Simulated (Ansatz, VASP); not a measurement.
**Cross-check of Zn (Zn(0001)) between VASP and Ansatz**

Wanted: the spread between two codes on one cell, functional and k mesh. Of the first pair: The cell is taken from a series of runs on this material, whose earlier steps may have relaxed, scaled, displaced or heated it; both programs get it as it stands.

Calculated with Ansatz 0.2.0; plane waves, with VASP 6.6.1 beside it; PBE.

## 1. The starting structure

The cell holds 3 atoms: 3 Zn. Its edges and angles: a = 2.660 Å, b = 2.660 Å, c = 18.937 Å, α = 90.0°, β = 90.0°, γ = 60.0°. Vacuum lies along c.

## 2. Ansatz: single point, PBE, pair 1

Ansatz runs on its default PAW (the set named soft_2) files.

A single point takes one fixed geometry, so differences don't come from the geometry; what else differs is listed under the comparison.

input.yaml

```yaml
crystal:
  lattice:
    - [2.66, 0.0, 0.0]
    - [1.33, 2.3036275741, 0.0]
    - [0.0, 0.0, 18.93696]
  atoms:
    - { symbol: Zn, position: [0.0, 0.0, 0.3696475041] }
    - { symbol: Zn, position: [0.6666666667, 0.6666666667, 0.503732854] }
    - { symbol: Zn, position: [0.0, 0.0, 0.63733731] }
kpoints:
  mp_grid: { grid: [14, 14, 1] }
hamiltonian:
  xc: pbe
scf:
  occupations: { method: fermi_dirac, width: 0.1 }
efield:
  axis: 3
  dipole_correction: true
  ramp_width: 0.05
output:
  forces: true
  write_potential: true
  write_density: true
  volumetric_format: npy
```

Launch:

```bash
$ ansatz run input.yaml --threads 2 --pin off --max-ram 4096MiB --backend cpu --events-out ev --progress --plain --runs-dir out
```

Numbers of over 12 decimals in the logs are rounded to 6 here.

Log:

```text
Engine: ansatz 0.2.0, x86_64-unknown-linux-gnu
Pseudopotentials: kind: paw
Pseudopotential: Zn, paw, valence charge 12, recommended cutoff 420 eV (normal), Zn.paw.azcp
Functional definition: PBE
  parameter kappa = 0.804
  parameter beta = 0.066725
  exchange = pbe_x(kappa = kappa, mu = beta*pi^2/3)
  correlation = pbe_c(beta = beta)
Crystal: 3 atoms, lattice volume = 116.039 Å³
Basis set: ecut = 420 eV, 2313 PW (Γ), exchange–correlation on 36×36×256 points (8 copies of the dense FFT grid, shifted against one another)
Bands: 22, of which v1, the nominal top of the filled ones, is band 18 counted from 1 (17 counted from 0)
Symmetry: 6 space group operations
Space group: P3m1 (ITA 156), of the structure as read, at distance tolerance 4.9e-5 Å
k-points: 24 of 196 (time reversal used)
Non-local potential: Zn, projectors of the file, l = 0: 2, l = 1: 2, l = 2: 3, l = 3: 1
PAW form: soft (Blöchl's): semilocal exchange-correlation on the pseudo side does not see the compensation charge
PAW one-centre angular grid: Zn, 590 points (default); XC on 64 Gauss nodes
Initial density: superposition of atomic densities (neutral atoms: chi_scale 0, normalization atom), corrected by the library's trained network
Initial wavefunctions: pseudopotential atomic-orbital guess
Functional: x = pbe(κ = 0.804, μ = 0.219515), c = pbe(β = 0.066725)
SCF iter   1: F=—  HF=-9956.837699 eV  |F-HF|=—  |Δ(HF+E_count)|=         —  Δρ=1.55e-3  dr2=2.66e-2  ethr=1.77e-3  p=-0.000 e·Å  D=-1.89e-4 V/Å  ΔV_dip=0.00 eV  dr2_dipole=1.69e-6  V_vac-E_F(+/−)=3.91/3.91 eV  ⟨swp⟩=8.0  Hψ=3028  notcnv=0
efield: sawtooth ramp at fractional position 0.9785 (placed from the atoms, in the widest stretch of the axis that holds none; the zero of the levels goes with the place), width 0.0500; the density the first Hamiltonian is built on has a dipole p = -0.000 e·Å; the dipole correction subtracts the counter field D = -1.89e-4 V/Å, which shifts the + side's vacuum level by +0.00 eV against the − side's; the planar-averaged density in the ramp window peaks in size at 4.0e-5 e/Å³
preconditioner: auto → LDOS  [metal: Δε(μ)=0.067 eV  Ē_g=10.127 eV  σ=0.100 eV  W_gap=0.16  n_scr=12 (ndim 8)  ℏωp=20.7 eV  f_vac=0.543  D(μ)=1.06/eV (n_scr^D=6)  β→1.0]
SCF iter   2: F=—  HF=-9956.836205 eV  |F-HF|=—  |Δ(HF+E_count)|=   1.49e-3  Δρ=1.81e-3  dr2=3.20e-3  ethr=7.38e-5  p=-0.000 e·Å  D=-2.23e-4 V/Å  ΔV_dip=0.00 eV  dr2_dipole=1.66e-7  V_vac-E_F(+/−)=4.12/4.12 eV  ⟨swp⟩=2.8  Hψ=1179  notcnv=0
SCF iter   3: F=—  HF=-9956.835377 eV  |F-HF|=—  |Δ(HF+E_count)|=   8.28e-4  Δρ=8.85e-4  dr2=9.94e-4  ethr=8.88e-6  p=-0.000 e·Å  D=-1.68e-4 V/Å  ΔV_dip=0.00 eV  dr2_dipole=1.31e-8  V_vac-E_F(+/−)=4.12/4.12 eV  ⟨swp⟩=2.0  Hψ=973  notcnv=0
SCF iter   4: F=—  HF=-9956.835105 eV  |F-HF|=—  |Δ(HF+E_count)|=   2.72e-4  Δρ=1.97e-4  dr2=3.38e-4  ethr=2.76e-6  p=-0.000 e·Å  D=-1.60e-4 V/Å  ΔV_dip=0.00 eV  dr2_dipole=1.17e-9  V_vac-E_F(+/−)=4.13/4.12 eV  ⟨swp⟩=2.0  Hψ=969  notcnv=0
SCF iter   5: F=—  HF=-9956.835067 eV  |F-HF|=—  |Δ(HF+E_count)|=   3.75e-5  Δρ=5.24e-5  dr2=1.59e-5  ethr=9.40e-7  p=-0.000 e·Å  D=-1.65e-4 V/Å  ΔV_dip=0.00 eV  dr2_dipole=2.91e-10  V_vac-E_F(+/−)=4.14/4.14 eV  ⟨swp⟩=1.8  Hψ=586  notcnv=0
SCF iter   6: F=—  HF=-9956.835055 eV  |F-HF|=—  |Δ(HF+E_count)|=   1.20e-5  Δρ=2.48e-5  dr2=3.97e-7  ethr=4.43e-8  p=-0.000 e·Å  D=-1.64e-4 V/Å  ΔV_dip=0.00 eV  dr2_dipole=3.15e-10  V_vac-E_F(+/−)=4.15/4.14 eV  ⟨swp⟩=2.4  Hψ=887  notcnv=0
SCF iter   7: F=-9956.835056 eV  HF=-9956.835056 eV  |F-HF|=5.96e-8  |Δ(HF+E_count)|=   2.02e-7  Δρ=7.58e-6  dr2=5.16e-8  ethr=2.78e-10  p=-0.000 e·Å  D=-1.64e-4 V/Å  ΔV_dip=0.00 eV  dr2_dipole=5.33e-12  V_vac-E_F(+/−)=4.15/4.14 eV  ⟨swp⟩=14.1  Hψ=5459  notcnv=0
SCF 1 converged in 7 iterations: F = -9956.835056 eV  dr2 = 5.16e-8
  greatest PAW one-centre occupation: 0.982 electrons in one spin orbital (limit 2), on the Zn atom at site 0 (counted from 0), in its partial waves of l = 2
WARN: The input density's exchange-correlation potential varies sharply where the density is thin. Do not read a vacuum level from v_tot or v_xc, or from such a field of the output density. On a cell that repeats whose density bears no net charge and no dipole along the vacuum's axis use v_es (v_loc + v_h of the components); under efield.dipole_correction with no amplitude use v_es + v_field, which holds any external [...]
SCF converged after 7 iterations
Free energy (F): -9956.835056 eV
Harris-Foulkes:  -9956.835056 eV  (|F-HF|=5.96e-8)
Internal energy: -9956.800331 eV  (E = F + TS)
E sigma→0 (E₀):  -9956.817693 eV
Entropy (-TS):   -0.034725 eV (-11.575 meV/atom)
Fermi energy:    1.791948 eV
Dipole field:    D = -0.000168 V/Å  (p = -0.000108 e·Å, saw-weighted, corrected)
Work function:   Φ+ = 4.1456 eV   Φ− = 4.1424 eV
Levels:          The Fermi level and band energies are counted from a zero that moves with the ramp; work functions are not
--- Per-component energies (eV) ---
  E_band       = -176.765057
  E_kinetic    = 391.234161
  E_local      = -27594.130580  (includes V_loc(G=0)·N_el)
  E_nonlocal   = 1831.617994
  E_hartree    = 13263.008215
  E_xc         = -411.710927
  E_vxc        = -155.824128  (∫ρ·V_xc dr)
  E_paw        = -5474.605607  (= ΣΔE_a)
  E_vpaw       = -1175.686275  (= ΣTr[D̂ρ^β])
  E_aug_tail   = -0.001100  (compensation charges beyond the density's cutoff)
  E_efield     = 0.000000  (sawtooth field / dipole correction)
  E_vefield    = 0.000009  (∫n·V_field dr)
  E_ewald      = 8037.787513
  E_smearing   = -0.034725  (= −TS)
  E_closure    = 0.000000  (closes the sum)
  Σ components = -9956.835056   (vs F -9956.835056, Δ=0.00e0)
--- Forces (eV/Å), atoms counted from 1 ---
  atom   1  Zn    -0.00000000     0.00000000     0.00725207
  atom   2  Zn    -0.00000000     0.00000000    -0.01084026
  atom   3  Zn     0.00000000     0.00000000     0.00358831
  max |Σ_I F_I| component: 1.17e-7 eV/Å
--- Band table (eV; the first three rows and the last of 24) ---
  k-point 0: bands = [... 14 lower, -5.0559, -5.0432, -5.0432, -3.1870, -0.3126, 3.1781, 5.4304, 5.7832]
  k-point 1: bands = [... 14 lower, -5.0618, -5.0468, -5.0196, -3.0835, -0.1175, 3.3235, 5.5717, 5.9293]
  k-point 2: bands = [... 14 lower, -5.0783, -5.0570, -4.8030, -2.7660, 0.4432, 3.7579, 5.9952, 6.3666]
  k-point 23: bands = [... 14 lower, -5.1023, 1.8496, 2.0505, 3.0439, 3.7628, 4.0350, 5.2251, 5.5361]
```

In the SCF lines HF is the Harris–Foulkes energy and dr2 the Hartree energy of the density residual, in eV; the loop may stop once dr2 is under the threshold and the program's other checks hold. Hψ counts applications of the Hamiltonian.

## 3. VASP: single point, PBE, pair 1

The same cell, functional, mesh and smearing now go to VASP, with its own data sets.

Lines of VASP's logs that name or quote its potential files are left out, and so is its time.

INCAR

```
SYSTEM = Zn
PREC = Accurate
ENCUT = 400
EDIFF = 1E-06
NELM = 120
ISMEAR = -1
SIGMA = 0.1
LREAL = .FALSE.
ALGO = Normal
GGA = PE
NBANDS = 24
LORBIT = 11
LWAVE = .FALSE.
LCHARG = .FALSE.
ISIF = 2
LDIPOL = .TRUE.
IDIPOL = 3
DIPOL = 0.5 0.5 0.504
LVHAR = .TRUE.
LASPH = .TRUE.
GGA_COMPAT = .FALSE.
NELMDL = -8
```

POSCAR

```
Zn
1.0
    2.6600000000      0.0000000000      0.0000000000
    1.3300000000      2.3036275741      0.0000000000
    0.0000000000      0.0000000000     18.9369600000
Zn
3
Direct
    0.0000000000      0.0000000000      0.3696475041
    0.6666666667      0.6666666667      0.5037328540
    0.0000000000      0.0000000000      0.6373373100
```

KPOINTS

```
Automatic mesh
0
Gamma
14 14 1
0 0 0
```

The projector-augmented-wave data sets are Zn (PBE family, release 64).

Launch:

```bash
$ mpirun -np 1 vasp_std
```

Log:

```text
[banner, memory and clock lines left out]
running    1 mpi-ranks, on    1 nodes
 distrk:  each k-point on    1 cores,    1 groups
 distr:  one band on    1 cores,    1 groups

 POSCAR found type information on POSCAR Zn
 POSCAR found :  1 types and       3 ions
 LDA part: xc-table for (Slater+PW92), standard interpolation
 POSCAR, INCAR and KPOINTS ok, starting setup
 FFT: planning ... GRIDC
 FFT: planning ... GRID_SOFT
 FFT: planning ... GRID
 WAVECAR not read
 entering main loop
       N       E                     dE             d eps       ncg     rms          rms(c)
DAV:   1     0.177609438134E+03    0.17761E+03   -0.15553E+04  1160   0.146E+03
DAV:   2     0.754138468582E+01   -0.17007E+03   -0.16750E+03  1240   0.314E+02
DAV:   3    -0.324484554985E+01   -0.10786E+02   -0.10772E+02  1344   0.990E+01
DAV:   4    -0.333720853833E+01   -0.92363E-01   -0.92359E-01  1280   0.932E+00
DAV:   5    -0.333795113994E+01   -0.74260E-03   -0.74260E-03  1392   0.649E-01
DAV:   6    -0.333796235855E+01   -0.11219E-04   -0.11219E-04  1280   0.737E-02
DAV:   7    -0.333796259878E+01   -0.24023E-06   -0.24019E-06  1136   0.926E-03
DAV:   8    -0.333796261444E+01   -0.15664E-07   -0.15761E-07   888   0.253E-03    0.422E+00
DAV:   9    -0.308482498298E+01    0.25314E+00   -0.13347E+00  1312   0.205E+01    0.318E+00
DAV:  10    -0.307426592011E+01    0.10559E-01   -0.57365E-02  1304   0.430E+00    0.181E+00
DAV:  11    -0.306858873310E+01    0.56772E-02   -0.15313E-02  1296   0.417E+00    0.211E-01
DAV:  12    -0.306822201700E+01    0.36672E-03   -0.41506E-03  1328   0.231E+00    0.676E-02
DAV:  13    -0.306825426735E+01   -0.32250E-04   -0.13436E-03  1312   0.832E-01    0.403E-02
DAV:  14    -0.306828434076E+01   -0.30073E-04   -0.71558E-04  1296   0.741E-01    0.307E-02
[...]
DAV:  18    -0.306830913922E+01   -0.23330E-04   -0.22930E-05  1224   0.105E-01    0.769E-03
DAV:  19    -0.306831868746E+01   -0.95482E-05   -0.85673E-06  1256   0.825E-02    0.232E-03
DAV:  20    -0.306832806008E+01   -0.93726E-05   -0.25701E-06   920   0.309E-02    0.314E-03
DAV:  21    -0.306833822925E+01   -0.10169E-04   -0.20782E-06   856   0.233E-02    0.146E-03
DAV:  22    -0.306834472610E+01   -0.64969E-05   -0.22012E-07   864   0.823E-03    0.537E-04
DAV:  23    -0.306834967687E+01   -0.49508E-05   -0.13899E-07   792   0.410E-03    0.188E-04
DAV:  24    -0.306835075969E+01   -0.10828E-05   -0.28613E-08   816   0.264E-03    0.167E-04
DAV:  25    -0.306835104805E+01   -0.28835E-06   -0.93539E-09   768   0.118E-03
   1 F= -.30683510E+01 E0= -.30509206E+01  d E =-.348610E-01
```

From OUTCAR (step 3):

```text
ion  position               nearest neighbor table
   1  0.000  0.000  0.370-   2 2.97   2 2.97   2 2.97
   2  0.667  0.667  0.504-   3 2.96   3 2.96   3 2.96   1 2.97   1 2.97   1 2.97
   3  0.000  0.000  0.637-   2 2.96   2 2.96   2 2.96

  LATTYP: Found a hexagonal cell.
 ALAT       =     2.6600000000
 C/A-ratio  =     7.1191578947

 Subroutine GETGRP returns: Found  6 space group operations
 (whereof  6 operations were pure point group operations)

The static configuration has the point symmetry C_3v.

 Found     24 irreducible k-points:

   k-points           NKPTS =     24   k-points in BZ     NKDIM =     24   number of bands    NBANDS=     24

   dimension x,y,z NGX =    18 NGY =   18 NGZ =  126
   dimension x,y,z NGXF=    36 NGYF=   36 NGZF=  252

   ENCUT  =  400.0 eV  29.40 Ry    5.42 a.u.   4.34  4.34 30.88*2*pi/ulx,y,z

   NELECT =      36.0000    total number of electrons

 k-points in reciprocal lattice and weights: Automatic mesh
   0.00000000  0.00000000  0.00000000       0.005
   0.07142857  0.00000000  0.00000000       0.031
   0.14285714  0.00000000  0.00000000       0.031
   0.21428571  0.00000000  0.00000000       0.031
   0.28571429 -0.00000000  0.00000000       0.031
   0.35714286  0.00000000  0.00000000       0.031
   0.42857143  0.00000000  0.00000000       0.031
   0.50000000 -0.00000000  0.00000000       0.015
   0.14285714  0.07142857  0.00000000       0.031
[...]
-0.42857143  0.28571429  0.00000000       0.031
  -0.35714286  0.28571429  0.00000000       0.031

 dipolmoment           0.000000      0.000000      0.000106 electrons x Angstroem

 average (electrostatic) potential at core
       1 -41.0316       2 -41.2631       3 -41.0366

 E-fermi :  -1.3274

 k-point     1 :       0.0000    0.0000    0.0000
  band No.  band energies     occupation
    ...
     15      -8.2020      2.00000
     16      -8.1893      2.00000
     17      -8.1893      2.00000
     18      -6.3140      2.00000
     19      -3.4298      2.00000
     20       0.0577      0.00000
     21       2.3095      0.00000
     22       2.6476      0.00000
     23       4.4909      0.00000
     24       4.6787      0.00000

 k-point     2 :       0.0714    0.0000    0.0000
  band No.  band energies     occupation
    ...
     15      -8.2079      2.00000
     16      -8.1930      2.00000
     17      -8.1620      2.00000
     18      -6.2101      2.00000
     19      -3.2353      2.00000
     20       0.2032      0.00000
     21       2.4509      0.00000
     22       2.7936      0.00000
     23       4.6372      0.00000
     24       4.8198      0.00000

 k-point     3 :       0.1429    0.0000    0.0000
  band No.  band energies     occupation
    ...
     15      -8.2243      2.00000
     16      -8.2032      2.00000
     17      -7.9393      2.00000
     18      -5.8913      2.00000
     19      -2.6759      2.00000
     20       0.6382      0.00000
     21       2.8748      0.00000
     22       3.2309      0.00000
     23       5.0746      0.00000
     24       5.2411      0.00000

  Total       -1.5442671     -1.5442671     -0.1486901     -0.0000000     -0.0000000     -0.0000000
  in kB      -21.3220444    -21.3220444     -2.0529979     -0.0000000     -0.0000000     -0.0000000
  external PRESSURE =     -14.8990289 kB  Pullay stress =       0.0000000 kB

  energy-cutoff  :      400.00
  volume of cell :      116.04
      direct lattice vectors                 reciprocal lattice vectors
     2.660000000  0.000000000  0.000000000     0.375939850 -0.217048973  0.000000000
     1.330000000  2.303627574  0.000000000     0.000000000  0.434097947  0.000000000
     0.000000000  0.000000000 18.936960000     0.000000000  0.000000000  0.052806786

 POSITION                                       TOTAL-FORCE (eV/Angst)
 -----------------------------------------------------------------------------------
      0.00000      0.00000      7.00000        -0.000000     -0.000000      0.003215
      2.66000      1.53575      9.53917         0.000000     -0.000000     -0.011241
      0.00000      0.00000     12.06923         0.000000      0.000000      0.008026
 -----------------------------------------------------------------------------------
    total drift:                               -0.000000     -0.000000     -0.001970

  FREE ENERGIE OF THE ION-ELECTRON SYSTEM (eV)
  ---------------------------------------------------
  free  energy   TOTEN  =        -3.0683510480 eV

  energy  without entropy=       -3.0334900595  energy(sigma->0) =       -3.05092055

 vacuum level on the upper side and lower side of the slab         2.817         2.814

 total charge
# of ion       s       p       d       tot
------------------------------------------
    1        0.606   0.401   9.713  10.721
    2        0.598   0.437   9.716  10.751
    3        0.606   0.402   9.713  10.722
--------------------------------------------------
tot          1.810   1.240  29.143  32.193

[... 3 further parts left out ...]
```

## 4. Differences

Known differences besides the potentials themselves: the cutoff is 420 eV in Ansatz and 400 eV in VASP. Total energies have different zeros and are not compared.

Both answers:

| quantity | Ansatz | VASP | difference |
| --- | --- | --- | --- |
| work function, lower of the two faces (eV) | 4.14 | 4.14 | 0.00 |
| work function, higher of the two faces (eV) | 4.15 | 4.14 | 0.00 |

The largest component of a force difference here is 4 meV/Å. Where the cell holds vacuum, a pressure given here is an average over it and none of the material.

[end of part 1 of 2]

[Lines on the potential files, build, host, timing and source positions are cut from VASP's logs without a mark.]

[Logs are printed without paths, hosts, clocks, repeated set-up lines and the standing remarks that a program may print on its own settings, such as how far it seeks lower states.]

[Hosts, paths, dates, database ids (printed as entryN), source tags and the programs' standing remarks are cut or masked in the printed files.]
